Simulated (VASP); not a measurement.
```
AlCo
1.0
    2.86000     0.00000     0.00000
    0.00000     2.86000     0.00000
    0.00000     0.00000     2.86000
Al Co
1 1
Direct
  0.50000   0.50000   0.50000
  0.00000   0.00000   0.00000
```

These are PBE GGA, VASP's PBE PAW potentials (set 64) (plane waves; VASP) values and carry that method's errors. Run with LREAL = Auto, 400 eV cut-off, 11×11×11 Γ-centred mesh, first-order Methfessel-Paxton smearing of 0.10 eV, potentials Al Co.

Task: Give the stress tensor in GPa (positive for a compressed cell).

Result: 
```
-1.84   0.00   0.00
 0.00  -1.84   0.00
 0.00   0.00  -1.84
```
The pressure is its mean diagonal, -1.84 GPa.

The compound is CoAl in the CsCl type structure. The cell was not relaxed at this level. The run is one of a series of settings (LREAL = Auto against the base run), some of them coarse on purpose. The run is not spin-polarised, so no magnetic state was tried.
